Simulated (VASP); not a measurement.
VASP ran on this input.

### KPOINTS
```
K-points
0
gamma
 6 6 3
```

**POSCAR**
```
AgI
1.0
  2.2783760103  -3.9462633966   0.0000000000
  2.2783760103   3.9462633966   0.0000000000
  0.0000000000   0.0000000000   7.4386051795
Ag I
2 2
Cartesian
  2.2783760103  -1.3154237630   3.7199080617
  2.2783760103   1.3154237630   0.0006054720
  2.2783760103  -1.3154237630   6.5081740601
  2.2783760103   1.3154237630   2.7888714703
```

### INCAR
```
NELM = 100
PREC = Accurate
LMAXMIX = 4   ! l cut-off of mixed one-centre charges
EDIFF = 1E-6   ! SCF stop (eV)
EDIFFG = -0.02
LWAVE = .FALSE.
LCHARG = .FALSE.
ISIF = 3   ! ions, shape and volume
GGA = PS   ! PBEsol
LASPH = .TRUE.
LREAL = .FALSE.   ! projection in real space or not
SIGMA = 0.05
SYSTEM = AgI
NSW = 40
IBRION = 2   ! conjugate gradients
ALGO = Normal
ENCUT = 500
ISMEAR = 0
```

POTCAR, in this order: Ag I (PBE.64 set). Program: vasp_std.

Problem. Write an equivalent input for Quantum ESPRESSO's pw.x.

Solution. One equivalent input (not run):
```
&CONTROL
  calculation = 'vc-relax'
  pseudo_dir = './pseudo'
  outdir = './out'
  tprnfor = .true.
  tstress = .true.
  nstep = 40
  forc_conv_thr = 0.00078
/
&SYSTEM
  ibrav = 0
  nat = 4
  ntyp = 2
  ecutwfc = 82
  occupations = 'smearing'
  smearing = 'gaussian'
  degauss = 0.003675
  input_dft = 'pbesol'
/
&ELECTRONS
  conv_thr = 7.3e-08
  electron_maxstep = 100
/
&IONS
/
&CELL
/
ATOMIC_SPECIES
  Ag 107.868 Ag.upf
  I 126.904 I.upf
CELL_PARAMETERS angstrom
     2.2783760   -3.9462634    0.0000000
     2.2783760    3.9462634    0.0000000
     0.0000000    0.0000000    7.4386052
ATOMIC_POSITIONS crystal
  Ag   0.6666670  0.3333330  0.5000814
  Ag   0.3333330  0.6666670  0.0000814
  I    0.6666670  0.3333330  0.8749186
  I    0.3333330  0.6666670  0.3749186
K_POINTS automatic
  6 6 3 0 0 0
```
What does not carry over: the potentials are each code's own (VASP's PAW set, PseudoDojo norm-conserving files in pw.x), so ENCUT and ecutwfc are chosen apart and not converted; conv_thr bounds pw.x's estimated SCF error, while EDIFF bounds the energy change between steps; forc_conv_thr acts on force components and is met together with etot_conv_thr.

The compound is AgI in the wurtzite structure. This run relaxes it. Symmetry was kept, so distortions that lower it aren't found.
